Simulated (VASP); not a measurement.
Computed with vdW-DF2, VASP's PBE PAW potentials (set 64) (plane waves; VASP 6.6.1).

A VASP calculation is set up with these files.

### INCAR
```
! general
SYSTEM   = Co
PREC     = Accurate
ENCUT    = 520   ! plane-wave cut-off (eV)
LREAL    = .FALSE.
LASPH    = .TRUE.

! electronic loop
EDIFF    = 1E-6
NELM     = 100
ALGO     = Normal
LMAXMIX  = 4

! smearing
ISMEAR   = 1
SIGMA    = 0.1

! functional
GGA      = ML
LUSE_VDW = .TRUE.
AGGAC    = 0.0
ZAB_VDW  = -1.8867

! spin
ISPIN    = 2   ! spin-polarised
MAGMOM   = 2*1.6

! ions
IBRION   = 2   ! conjugate gradients
NSW      = 60   ! most ionic steps
ISIF     = 3   ! ions, shape and volume
EDIFFG   = -0.01   ! ionic stop

! output
LWAVE    = .FALSE.
LCHARG   = .FALSE.
LORBIT   = 10
```

File KPOINTS:
```
Automatic mesh
0
Gamma
15 15 8
0 0 0
```

File POSCAR:
```
Co
1
    1.2739065507    -2.2064711171     0.0000000000
    1.2739065507     2.2064711171     0.0000000000
   -0.0000000000     0.0000000000     4.1121832472
Co
2
Direct
  0.3333330000   0.6666670000   0.2500000000
  0.6666670000   0.3333330000   0.7500000000
```

POTCAR, in this order: Co (PBE.64 set). Program: vasp_std.

What VASP printed:

File OSZICAR:
```
       N       E                     dE             d eps       ncg     rms          rms(c)
DAV:   1     0.878727459978E+02    0.87873E+02   -0.83992E+03  8188   0.157E+03
DAV:   2    -0.669593380191E+01   -0.94569E+02   -0.87722E+02  8107   0.255E+02
DAV:   3    -0.897759034242E+01   -0.22817E+01   -0.21994E+01  9535   0.556E+01
DAV:   4    -0.901330753091E+01   -0.35717E-01   -0.35707E-01 11813   0.537E+00
DAV:   5    -0.901362335501E+01   -0.31582E-03   -0.31582E-03  9853   0.478E-01    0.124E+01
DAV:   6    -0.788440328304E+01    0.11292E+01   -0.12007E+01  8800   0.690E+01    0.710E+00
DAV:   7    -0.742884072673E+01    0.45556E+00   -0.19346E+00  9017   0.270E+01    0.326E+00
DAV:   8    -0.742246014801E+01    0.63806E-02   -0.28386E-02 10971   0.173E+00    0.159E+00
DAV:   9    -0.741050737905E+01    0.11953E-01   -0.68785E-03 11491   0.131E+00    0.547E-01
DAV:  10    -0.741074154492E+01   -0.23417E-03   -0.10349E-03 10258   0.418E-01    0.262E-01
DAV:  11    -0.741073144684E+01    0.10098E-04   -0.49600E-04 10329   0.315E-01    0.312E-02
DAV:  12    -0.741075021583E+01   -0.18769E-04   -0.19993E-05  9327   0.522E-02    0.159E-02
DAV:  13    -0.741075704723E+01   -0.68314E-05   -0.10698E-05  9515   0.430E-02    0.920E-03
DAV:  14    -0.741075718016E+01   -0.13293E-06   -0.77103E-07  7018   0.899E-03
   1 F= -.74107572E+01 E0= -.74112079E+01  d E =-.741076E+01  mag=     3.2247
```

### OUTCAR
```
------------------------ aborting loop because EDIFF is reached ----------------------------------------
  FORCE on cell =-STRESS in cart. coord.  units (eV):
  Direction    XX          YY          ZZ          XY          YZ          ZX
  --------------------------------------------------------------------------------------
  Total       -0.0014095     -0.0014095     -0.0186968      0.0000000      0.0000000     -0.0000000
  in kB       -0.0976847     -0.0976847     -1.2958042      0.0000000      0.0000000     -0.0000000
  external PRESSURE =      -0.4970579 kB  Pullay stress =       0.0000000 kB
  volume of cell :       23.12
      direct lattice vectors                 reciprocal lattice vectors
     1.273906551 -2.206471117  0.000000000     0.392493468 -0.226606184  0.000000000
     1.273906551  2.206471117  0.000000000     0.392493468  0.226606184  0.000000000
     0.000000000  0.000000000  4.112183247     0.000000000  0.000000000  0.243179824
 POSITION                                       TOTAL-FORCE (eV/Angst)
 -----------------------------------------------------------------------------------
      1.27391      0.73549      1.02805        -0.000000     -0.000000      0.000000
      1.27391     -0.73549      3.08414         0.000000      0.000000      0.000000
 -----------------------------------------------------------------------------------
    total drift:                               -0.000025      0.000011     -0.000029
  FREE ENERGIE OF THE ION-ELECTRON SYSTEM (eV)
  ---------------------------------------------------
  free  energy   TOTEN  =        -7.4107571802 eV

  energy  without entropy=       -7.4121093198  energy(sigma->0) =       -7.41120789

 total charge

# of ion       s       p       d       tot
------------------------------------------
    1        0.456   0.445   7.283   8.185
    2        0.456   0.445   7.283   8.185
--------------------------------------------------
tot          0.913   0.891  14.566  16.370

 magnetization (x)

# of ion       s       p       d       tot
------------------------------------------
    1       -0.011  -0.045   1.701   1.645
    2       -0.011  -0.045   1.701   1.645
--------------------------------------------------
tot         -0.022  -0.089   3.401   3.290

 reached required accuracy - stopping structural energy minimisation
```
(Selected blocks of OUTCAR.)

The compound is Co in the hcp structure. It was relaxed first. The start is the result of an earlier pass.
